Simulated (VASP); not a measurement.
AgB2:

```xyz
3
Lattice="3.0197 0.0000 0.0000 -1.5099 2.6152 0.0000 0.0000 0.0000 3.2613" Properties=species:S:1:pos:R:3 pbc="T T T"
Ag    0.0000    0.0000    0.0000
B     0.0000    1.7434    1.6306
B     1.5099    0.8717    1.6306
```

* Program: VASP 6.6.1
* Task: relaxation of cell and atoms
* Functional: PBE
* Potentials or basis: VASP PAW PBE potentials, release 64 (Ag, B)
* Cutoff: 600 eV
* k mesh: 10 × 10 × 8
* Occupations: gaussian, width 0.05 eV
* Spin: no spin polarisation

At the start: pressure 46.9 GPa; volume 8.58 Å³/atom.

Q: How do energy, volume and symmetry change on relaxing?

A: Over 11 steps the energy falls by 384.3 meV/atom and the volume is 10.73 Å³/atom (+25.0 %); space group P6/mmm (No. 191, to 0.05 Å).

The path:
```csv
step,energy change (eV),largest force (eV/Å),pressure (GPa),volume (Å³)
1,0.0000,0.0000,46.87,25.75
2,-0.6023,0.0000,-17.99,36.22
3,-0.8273,0.0000,-3.78,31.84
4,-1.0549,0.0000,-1.09,31.68
5,-1.1242,0.0000,6.14,31.21
6,-1.1436,0.0000,3.23,31.40
7,-1.1438,0.0000,3.64,31.37
8,-1.1508,0.0000,-1.58,32.56
9,-1.1529,0.0000,0.09,32.17
10,-1.1529,0.0000,0.00,32.19
11,-1.1530,0.0000,-0.06,32.19
```

Final structure:
```xyz
3
Lattice="3.0168 0.0000 0.0000 -1.5084 2.6126 0.0000 0.0000 0.0000 4.0841" Properties=species:S:1:pos:R:3 pbc="T T T"
Ag    0.0000    0.0000    0.0000
B     0.0000    1.7417    2.0420
B     1.5084    0.8709    2.0420
```

Caveat: the volume moved by over 15 % at a fixed basis, so the end points are rough; the volume moved by +25 % from the deposited cell, more than functionals usually miss.
